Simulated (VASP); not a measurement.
# TaF3: single point with r2SCAN+U

The system is TaF3.

```
Ta F
1.0
     3.90120    0.00000    0.00000
     0.00000    3.90120    0.00000
     0.00000    0.00000    3.90120
Ta F
1 3
Direct
  0.00000 0.00000 0.00000
  0.50000 0.00000 0.00000
  0.00000 0.50000 0.00000
  0.00000 0.00000 0.50000
```

```
Program             : VASP 6.6.1
Task                : single point
Functional          : r2SCAN
Potentials or basis : VASP PAW PBE potentials, release 64 (Ta_pv, F)
Cutoff              : 520 eV
k mesh              : 5 × 5 × 5
Occupations         : gaussian, width 0.05 eV
Spin                : collinear spin, typed start
Starting moments    : [2.0, 0.0, 0.0, 0.0] μB
Hubbard terms       : Ta d U = 3.0 eV
```

```
Pressure                                              : 33.0 GPa
Band gap on the k mesh                                : none (metal or under the smearing width)
Net moment                                            : 2.00 μB per cell
Site moments                                          : Ta +1.59; F +0.02 μB
Valence electrons inside the program's atomic spheres : Ta 9.05; F 6.22
```

Levels at points of the mesh, in eV from the Fermi level:
Spin up:
```
           k point  band 16  band 17  band 18  band 19  band 20  band 21
(0.00, 0.00, 0.00)    -2.06    -2.06    -2.06    -0.25     3.72     3.72
```
Spin down:
```csv
k point,band 11,band 12,band 13,band 14,band 15,band 16,band 17,band 18,band 19,band 20
"(0.00, 0.00, 0.00)",-9.17,-9.17,-9.14,-9.14,-9.14,0.27,1.46,1.46,1.46,4.53
```

Eigenvalues of the final occupation matrices:
| site | spin | trace | eigenvalues |
| --- | --- | --- | --- |
| site 1 d | 1 | 2.09 | 0.19 0.19 0.57 0.57 0.57 |
| site 1 d | 2 | 0.50 | 0.05 0.05 0.05 0.18 0.18 |

Wall time 72 s on 1 thread of Intel(R) Xeon(R) Platinum 8559C (Emerald Rapids) (shared host), peak memory 0.2 GiB.

Caveat: a pressure of tens of GPa on the cell as given is suspect, and the run, the potentials or the cell itself is likely at fault; the PAW data sets were made with another functional, which shifts forces and pressure a little. Spin-orbit coupling is left out, which matters for the levels of Ta.
